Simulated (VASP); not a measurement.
These are PBE GGA, VASP's PBE PAW potentials (set 64) (plane waves; VASP) values and carry that method's errors.

VASP ran on this input.

### POSCAR
```
NiSb
1
    2.0043000000    -3.4715500000     0.0000000000
    2.0043000000     3.4715500000     0.0000000000
    0.0000000000     0.0000000000     5.2326000000
Ni Sb
2 2
Direct
  0.0000000000   0.0000000000   0.5000000000
  0.0000000000   0.0000000000   0.0000000000
  0.3333330000   0.6666670000   0.2500000000
  0.6666670000   0.3333330000   0.7500000000
```

**KPOINTS**
```
Automatic mesh
0
Gamma
7 7 5
0 0 0
```

**INCAR**
```
SYSTEM = NiSb
PREC = Accurate
ENCUT = 400
EDIFF = 1E-6
NELM = 100
ALGO = Normal
LREAL = .FALSE.
LASPH = .TRUE.
ISMEAR = 1
SIGMA = 0.1
GGA = PE
LMAXMIX = 4
LWAVE = .FALSE.
LCHARG = .FALSE.
ISIF = 2
```

POTCAR, in this order: Ni Sb (PBE.64 set). Program: vasp_std.

What will the output report for the number of irreducible k-points (NKPTS), number of bands (NBANDS), largest plane-wave count, number of space-group operations, FFT grid (NGX, NGY, NGZ)?

The number of irreducible k-points (NKPTS) is 24, the number of bands (NBANDS) is 19 and the largest plane-wave count is 1373. The number of space-group operations comes out as 24 and the FFT grid (NGX, NGY, NGZ) comes out as 28 × 28 × 36.

The compound is NiSb in the NiAs type structure. The cell was not relaxed at this level. The run is not spin-polarised, so no magnetic state was tried.
